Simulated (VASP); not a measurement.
Input for VASP

### POSCAR
```
RuSi
1.0
  4.6886946063   0.0000000000   0.0000000000
  0.0000000000   4.6886946063   0.0000000000
  0.0000000000   0.0000000000   4.6886946063
Si Ru
4 4
Cartesian
  0.7589146038   1.5854326993   3.1032619070
  3.1032619070   0.7589146038   1.5854326993
  3.9297800025   3.9297800025   3.9297800025
  1.5854326993   3.1032619070   0.7589146038
  4.0730987988   2.9599431106   1.7287514957
  1.7287514957   4.0730987988   2.9599431106
  0.6155958075   0.6155958075   0.6155958075
  2.9599431106   1.7287514957   4.0730987988
```

**INCAR**
```
SYSTEM = RuSi
PREC = Accurate
ENCUT = 400
EDIFF = 1E-6
NELM = 100
ALGO = Normal
LREAL = .FALSE.
LASPH = .TRUE.
ISMEAR = 0
SIGMA = 0.05
METAGGA = R2SCAN
LMIXTAU = .TRUE.
LMAXMIX = 4
LWAVE = .FALSE.
LCHARG = .FALSE.
IBRION = 2
ISIF = 3
NSW = 60
EDIFFG = -0.02
```

File KPOINTS:
```
Automatic mesh
0
Gamma
4 4 4
0 0 0
```

POTCAR, in this order: Si Ru_pv (PBE.64 set). Program: vasp_std.

### Question
Translate this r2SCAN calculation to Ansatz.

### Answer
One equivalent input (not run):
Ansatz 0.2 input:
```yaml
crystal:
  lattice:
    - [4.6886946, 0.0000000, 0.0000000]
    - [0.0000000, 4.6886946, 0.0000000]
    - [0.0000000, 0.0000000, 4.6886946]
  atoms:
    - { symbol: Si, position: [0.1618605, 0.3381395, 0.6618605] }
    - { symbol: Si, position: [0.6618605, 0.1618605, 0.3381395] }
    - { symbol: Si, position: [0.8381395, 0.8381395, 0.8381395] }
    - { symbol: Si, position: [0.3381395, 0.6618605, 0.1618605] }
    - { symbol: Ru, position: [0.8687064, 0.6312936, 0.3687064] }
    - { symbol: Ru, position: [0.3687064, 0.8687064, 0.6312936] }
    - { symbol: Ru, position: [0.1312936, 0.1312936, 0.1312936] }
    - { symbol: Ru, position: [0.6312936, 0.3687064, 0.8687064] }
kpoints:
  mp_grid: { grid: [4, 4, 4] }
hamiltonian:
  xc: r2scan
  pseudopotentials: { kind: paw }
scf:
  occupations: { method: gaussian, width: 0.05 }
  max_iter: 100
relax:
  max_steps: 60
  f_tol: 0.02
  cell: {}
output: { forces: true, stress: true, eigenvalues: true }
```
What does not carry over: each code has its own PAW files, so the cut-off isn't converted (ENCUT is set for VASP's; basis.ecutwfc is left out, and Ansatz then takes the one that its files recommend); Ansatz stops its SCF on the density residual and VASP on the energy change (EDIFF).

The compound is RuSi in the B20 structure. This run relaxes it. Symmetry was kept, so distortions that lower it aren't found. The start is the result of an earlier pass.
